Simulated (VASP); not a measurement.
These are PBE GGA, VASP's PBE PAW potentials (set 64) (plane waves; VASP) values and carry that method's errors.

Input for VASP

### INCAR
```
SYSTEM = Zn36S36
PREC = Normal; ENCUT = 400; LREAL = Auto
LASPH = .True.; SYMPREC = 1E-4
EDIFF = 1E-5; NELM = 100; NELMIN = 4
ALGO = Fast; LMAXMIX = 4
ISMEAR = 0; SIGMA = 0.05
GGA = PE
IBRION = 2; NSW = 20; ISIF = 2
EDIFFG = -0.03
LWAVE = .True.; LCHARG = .False.
```

### POSCAR
```
Zn36S36
1
   11.5415791086     0.0000000000     0.0000000000
   -5.7707895543     9.9952992156     0.0000000000
    0.0000000000     0.0000000000    12.6094243424
Zn S
36 36
Direct
  0.1111110000   0.2222220000   0.0000700000
  0.2222220000   0.1111110000   0.2500700000
  0.1111110000   0.2222220000   0.5000700000
  0.2222220000   0.1111110000   0.7500700000
  0.1111110000   0.5555560000   0.0000700000
  0.2222220000   0.4444440000   0.2500700000
  0.1111110000   0.5555560000   0.5000700000
  0.2222220000   0.4444440000   0.7500700000
  0.1111110000   0.8888890000   0.0000700000
  0.2222220000   0.7777780000   0.2500700000
  0.1111110000   0.8888890000   0.5000700000
  0.2222220000   0.7777780000   0.7500700000
  0.4444440000   0.2222220000   0.0000700000
  0.5555560000   0.1111110000   0.2500700000
  0.4444440000   0.2222220000   0.5000700000
  0.5555560000   0.1111110000   0.7500700000
  0.4444440000   0.5555560000   0.0000700000
  0.5555560000   0.4444440000   0.2500700000
  0.4444440000   0.5555560000   0.5000700000
  0.5555560000   0.4444440000   0.7500700000
  0.4444440000   0.8888890000   0.0000700000
  0.5555560000   0.7777780000   0.2500700000
  0.4444440000   0.8888890000   0.5000700000
  0.5555560000   0.7777780000   0.7500700000
  0.7777780000   0.2222220000   0.0000700000
  0.8888890000   0.1111110000   0.2500700000
  0.7777780000   0.2222220000   0.5000700000
  0.8888890000   0.1111110000   0.7500700000
  0.7777780000   0.5555560000   0.0000700000
  0.8888890000   0.4444440000   0.2500700000
  0.7777780000   0.5555560000   0.5000700000
  0.8888890000   0.4444440000   0.7500700000
  0.7777780000   0.8888890000   0.0000700000
  0.8888890000   0.7777780000   0.2500700000
  0.7777780000   0.8888890000   0.5000700000
  0.8888890000   0.7777780000   0.7500700000
  0.1111110000   0.2222220000   0.1874300000
  0.2222220000   0.1111110000   0.4374300000
  0.1111110000   0.2222220000   0.6874300000
  0.2222220000   0.1111110000   0.9374300000
  0.1111110000   0.5555560000   0.1874300000
  0.2222220000   0.4444440000   0.4374300000
  0.1111110000   0.5555560000   0.6874300000
  0.2222220000   0.4444440000   0.9374300000
  0.1111110000   0.8888890000   0.1874300000
  0.2222220000   0.7777780000   0.4374300000
  0.1111110000   0.8888890000   0.6874300000
  0.2222220000   0.7777780000   0.9374300000
  0.4444440000   0.2222220000   0.1874300000
  0.5555560000   0.1111110000   0.4374300000
  0.4444440000   0.2222220000   0.6874300000
  0.5555560000   0.1111110000   0.9374300000
  0.4444440000   0.5555560000   0.1874300000
  0.5555560000   0.4444440000   0.4374300000
  0.4444440000   0.5555560000   0.6874300000
  0.5555560000   0.4444440000   0.9374300000
  0.4444440000   0.8888890000   0.1874300000
  0.5555560000   0.7777780000   0.4374300000
  0.4444440000   0.8888890000   0.6874300000
  0.5555560000   0.7777780000   0.9374300000
  0.7777780000   0.2222220000   0.1874300000
  0.8888890000   0.1111110000   0.4374300000
  0.7777780000   0.2222220000   0.6874300000
  0.8888890000   0.1111110000   0.9374300000
  0.7777780000   0.5555560000   0.1874300000
  0.8888890000   0.4444440000   0.4374300000
  0.7777780000   0.5555560000   0.6874300000
  0.8888890000   0.4444440000   0.9374300000
  0.7777780000   0.8888890000   0.1874300000
  0.8888890000   0.7777780000   0.4374300000
  0.7777780000   0.8888890000   0.6874300000
  0.8888890000   0.7777780000   0.9374300000
```

KPOINTS:
```
K-points
0
gamma
  1 1 1
```

POTCAR, in this order: Zn S (PBE.64 set). Program: vasp_gam.

Output of the run:

### OSZICAR
```
       N       E                     dE             d eps       ncg     rms          rms(c)
DAV:   1     0.788484913796E+04    0.78848E+04   -0.25859E+05   776   0.191E+03
DAV:   2     0.161848517400E+04   -0.62664E+04   -0.60931E+04   776   0.523E+02
DAV:   3    -0.443841087746E+02   -0.16629E+04   -0.15437E+04   844   0.214E+02
DAV:   4    -0.251030520849E+03   -0.20665E+03   -0.20371E+03   888   0.782E+01
DAV:   5    -0.258718408198E+03   -0.76879E+01   -0.76413E+01   872   0.146E+01    0.414E+01
RMM:   6    -0.243175246524E+03    0.15543E+02   -0.44357E+01   776   0.127E+01    0.319E+01
RMM:   7    -0.242687270640E+03    0.48798E+00   -0.26729E+01   776   0.872E+00    0.104E+01
RMM:   8    -0.242822947539E+03   -0.13568E+00   -0.40251E+00   779   0.407E+00    0.541E+00
RMM:   9    -0.242562052870E+03    0.26089E+00   -0.17022E+00   776   0.266E+00    0.318E+00
RMM:  10    -0.242535103306E+03    0.26950E-01   -0.46413E-01   776   0.180E+00    0.915E-01
RMM:  11    -0.242549640925E+03   -0.14538E-01   -0.11591E-01   823   0.486E-01    0.157E+00
RMM:  12    -0.242542247354E+03    0.73936E-02   -0.77293E-02   776   0.625E-01    0.406E-01
RMM:  13    -0.242542840592E+03   -0.59324E-03   -0.69907E-03   778   0.163E-01    0.548E-01
RMM:  14    -0.242542721859E+03    0.11873E-03   -0.12444E-03   800   0.680E-02    0.572E-01
RMM:  15    -0.242542852484E+03   -0.13063E-03   -0.42445E-04   814   0.346E-02    0.618E-01
RMM:  16    -0.242543128441E+03   -0.27596E-03   -0.98831E-04   776   0.803E-02    0.860E-01
RMM:  17    -0.242543419381E+03   -0.29094E-03   -0.15555E-04   775   0.185E-02    0.948E-01
RMM:  18    -0.242543012535E+03    0.40685E-03   -0.13189E-04   775   0.227E-02    0.809E-01
RMM:  19    -0.242542251829E+03    0.76071E-03   -0.15688E-03  1070   0.640E-02    0.345E-01
RMM:  20    -0.242542111977E+03    0.13985E-03   -0.42564E-04   917   0.396E-02    0.109E-01
RMM:  21    -0.242542098904E+03    0.13074E-04   -0.11064E-04   768   0.174E-02    0.130E-02
RMM:  22    -0.242542101658E+03   -0.27548E-05   -0.19826E-05   456   0.679E-03
   1 F= -.24254210E+03 E0= -.24254210E+03  d E =-.242542E+03
       N       E                     dE             d eps       ncg     rms          rms(c)
DAV:   1    -0.242546462320E+03   -0.43634E-02   -0.15467E+00   848   0.209E+00    0.512E-01
RMM:   2    -0.242549295698E+03   -0.28334E-02   -0.30120E-02   777   0.319E-01    0.141E-01
RMM:   3    -0.242549771786E+03   -0.47609E-03   -0.53684E-03   789   0.127E-01    0.934E-02
RMM:   4    -0.242549832574E+03   -0.60788E-04   -0.10529E-03   817   0.573E-02    0.889E-02
RMM:   5    -0.242549822571E+03    0.10003E-04   -0.34593E-04   767   0.321E-02    0.391E-02
RMM:   6    -0.242549817238E+03    0.53330E-05   -0.53254E-05   621   0.154E-02
   2 F= -.24254982E+03 E0= -.24254982E+03  d E =-.771558E-02
```

OUTCAR:
```
------------------------ aborting loop because EDIFF is reached ----------------------------------------
  FORCE on cell =-STRESS in cart. coord.  units (eV):
  Direction    XX          YY          ZZ          XY          YZ          ZX
  --------------------------------------------------------------------------------------
  Total        8.0622856      8.0622832     -3.5091826      0.0000000      0.0000000      0.0000000
  in kB        8.8799898      8.8799872     -3.8650957      0.0000000      0.0000000      0.0000000
  external PRESSURE =       4.6316271 kB  Pullay stress =       0.0000000 kB
  volume of cell :     1454.64
      direct lattice vectors                 reciprocal lattice vectors
    11.541579109  0.000000000  0.000000000     0.086643257  0.050023515  0.000000000
    -5.770789554  9.995299216  0.000000000     0.000000000  0.100047030  0.000000000
     0.000000000  0.000000000 12.609424342     0.000000000  0.000000000  0.079305762
  FREE ENERGIE OF THE ION-ELECTRON SYSTEM (eV)
  ---------------------------------------------------
  free  energy   TOTEN  =      -242.5498172379 eV

  energy  without entropy=     -242.5498172379  energy(sigma->0) =     -242.54981724

 reached required accuracy - stopping structural energy minimisation
```
(Selected blocks of OUTCAR.)

### CONTCAR
```
Zn36S36
   1.00000000000000
    11.5415791086000006    0.0000000000000000    0.0000000000000000
    -5.7707895543000003    9.9952992155999993    0.0000000000000000
     0.0000000000000000    0.0000000000000000   12.6094243424000005
  Zn              S
    36    36
Direct
     0.1111110000000011    0.2222220000000021    0.0002799010112268
     0.2222220000000021    0.1111110000000011    0.2502799010112268
     0.1111110000000011    0.2222220000000021    0.5002799010112269
     0.2222220000000021    0.1111110000000011    0.7502799010112269
     0.1111110000000011    0.5555560000000028    0.0002799010112268
     0.2222220000000021    0.4444439999999972    0.2502799010112268
     0.1111110000000011    0.5555560000000028    0.5002799010112269
     0.2222220000000021    0.4444439999999972    0.7502799010112269
     0.1111110000000011    0.8888889999999989    0.0002799010112268
     0.2222220000000021    0.7777779999999979    0.2502799010112268
     0.1111110000000011    0.8888889999999989    0.5002799010112269
     0.2222220000000021    0.7777779999999979    0.7502799010112269
     0.4444439999999972    0.2222220000000021    0.0002799010112268
     0.5555560000000028    0.1111110000000011    0.2502799010112268
     0.4444439999999972    0.2222220000000021    0.5002799010112269
     0.5555560000000028    0.1111110000000011    0.7502799010112269
     0.4444439999999972    0.5555560000000028    0.0002799010112268
     0.5555560000000028    0.4444439999999972    0.2502799010112268
     0.4444439999999972    0.5555560000000028    0.5002799010112269
     0.5555560000000028    0.4444439999999972    0.7502799010112269
     0.4444439999999972    0.8888889999999989    0.0002799010112268
     0.5555560000000028    0.7777779999999979    0.2502799010112268
     0.4444439999999972    0.8888889999999989    0.5002799010112269
     0.5555560000000028    0.7777779999999979    0.7502799010112269
     0.7777779999999979    0.2222220000000021    0.0002799010112268
     0.8888889999999989    0.1111110000000011    0.2502799010112268
     0.7777779999999979    0.2222220000000021    0.5002799010112269
     0.8888889999999989    0.1111110000000011    0.7502799010112269
     0.7777779999999979    0.5555560000000028    0.0002799010112268
     0.8888889999999989    0.4444439999999972    0.2502799010112268
     0.7777779999999979    0.5555560000000028    0.5002799010112269
     0.8888889999999989    0.4444439999999972    0.7502799010112269
     0.7777779999999979    0.8888889999999989    0.0002799010112268
     0.8888889999999989    0.7777779999999979    0.2502799010112268
     0.7777779999999979    0.8888889999999989    0.5002799010112269
     0.8888889999999989    0.7777779999999979    0.7502799010112269
     0.1111110000000011    0.2222220000000021    0.1872200989887732
     0.2222220000000021    0.1111110000000011    0.4372200989887732
     0.1111110000000011    0.2222220000000021    0.6872200989887731
     0.2222220000000021    0.1111110000000011    0.9372200989887731
     0.1111110000000011    0.5555560000000028    0.1872200989887732
     0.2222220000000021    0.4444439999999972    0.4372200989887732
     0.1111110000000011    0.5555560000000028    0.6872200989887731
     0.2222220000000021    0.4444439999999972    0.9372200989887731
     0.1111110000000011    0.8888889999999989    0.1872200989887732
     0.2222220000000021    0.7777779999999979    0.4372200989887732
     0.1111110000000011    0.8888889999999989    0.6872200989887731
     0.2222220000000021    0.7777779999999979    0.9372200989887731
     0.4444439999999972    0.2222220000000021    0.1872200989887732
     0.5555560000000028    0.1111110000000011    0.4372200989887732
     0.4444439999999972    0.2222220000000021    0.6872200989887731
     0.5555560000000028    0.1111110000000011    0.9372200989887731
     0.4444439999999972    0.5555560000000028    0.1872200989887732
     0.5555560000000028    0.4444439999999972    0.4372200989887732
     0.4444439999999972    0.5555560000000028    0.6872200989887731
     0.5555560000000028    0.4444439999999972    0.9372200989887731
     0.4444439999999972    0.8888889999999989    0.1872200989887732
     0.5555560000000028    0.7777779999999979    0.4372200989887732
     0.4444439999999972    0.8888889999999989    0.6872200989887731
     0.5555560000000028    0.7777779999999979    0.9372200989887731
     0.7777779999999979    0.2222220000000021    0.1872200989887732
     0.8888889999999989    0.1111110000000011    0.4372200989887732
     0.7777779999999979    0.2222220000000021    0.6872200989887731
     0.8888889999999989    0.1111110000000011    0.9372200989887731
     0.7777779999999979    0.5555560000000028    0.1872200989887732
     0.8888889999999989    0.4444439999999972    0.4372200989887732
     0.7777779999999979    0.5555560000000028    0.6872200989887731
     0.8888889999999989    0.4444439999999972    0.9372200989887731
     0.7777779999999979    0.8888889999999989    0.1872200989887732
     0.8888889999999989    0.7777779999999979    0.4372200989887732
     0.7777779999999979    0.8888889999999989    0.6872200989887731
     0.8888889999999989    0.7777779999999979    0.9372200989887731
```

The supercell is sampled at Γ alone, which is coarse: total energies, pressure and levels can be off, energies of defects by several tenths of an eV.

The cell is a supercell, built from a database entry that may be metastable or hypothetical.
